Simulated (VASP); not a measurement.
Calculation: PBE GGA, VASP's PBE PAW potentials (set 64) (plane waves; VASP).

VASP ran on this input.

File KPOINTS:
```
Automatic mesh
0
Gamma
11 11 11
0 0 0
```

File POSCAR:
```
FeAl
1
    2.9100000000     0.0000000000     0.0000000000
    0.0000000000     2.9100000000     0.0000000000
    0.0000000000     0.0000000000     2.9100000000
Al Fe
1 1
Direct
  0.5000000000   0.5000000000   0.5000000000
  0.0000000000   0.0000000000   0.0000000000
```

INCAR:
```
NSW=60   ! most ionic steps
LREAL=F   ! projection in real space or not
ENCUT=400   ! plane-wave cut-off (eV)
ISMEAR=1
ISIF=3   ! ions, shape and volume
LASPH=T   ! aspherical one-centre terms
NELM=100   ! most electronic steps
EDIFF=1E-6
LMAXMIX=4
LCHARG=F
SIGMA=0.1   ! width (eV)
ALGO=Normal
EDIFFG=-0.01
PREC=Accurate
GGA=PE
LWAVE=F
IBRION=2   ! conjugate gradients
SYSTEM=FeAl
```

POTCAR, in this order: Al Fe (PBE.64 set). Program: vasp_std.

Energy and stress use the plane-wave basis of the starting cell.

### Question
What does the run give for the energy per atom (σ→0), volume per atom, band gap (on the k-mesh)?

### Answer

energy per atom (σ→0): -6.306 eV/atom
band gap (on the k-mesh): none (metal, semimetal or under 0.01 eV)
volume per atom: 11.79 Å³/atom

OSZICAR:
```
...
DAV:   1    -0.128088094550E+02   -0.21756E+00   -0.36128E+00  1049   0.370E+01    0.408E+00
DAV:   2    -0.130231327707E+02   -0.21432E+00   -0.79660E+00  1230   0.435E+01    0.525E+00
DAV:   3    -0.126141046725E+02    0.40903E+00   -0.28591E+00  1196   0.269E+01    0.541E-01
DAV:   4    -0.126117972102E+02    0.23075E-02   -0.86229E-03  1037   0.900E-01    0.283E-01
DAV:   5    -0.126109475893E+02    0.84962E-03   -0.20209E-03  1418   0.481E-01    0.382E-02
DAV:   6    -0.126109609607E+02   -0.13371E-04   -0.28682E-05  1065   0.581E-02    0.152E-02
DAV:   7    -0.126109601872E+02    0.77350E-06   -0.58363E-06   945   0.365E-02
   3 F= -.12610960E+02 E0= -.12611031E+02  d E =-.256062E-01
```

The compound is FeAl in the CsCl type structure. This run relaxes it. Symmetry was kept, so distortions that lower it aren't found. The run is not spin-polarised, so no magnetic state was tried. The electron count is odd and the run is not spin-polarised, which forces a metal.
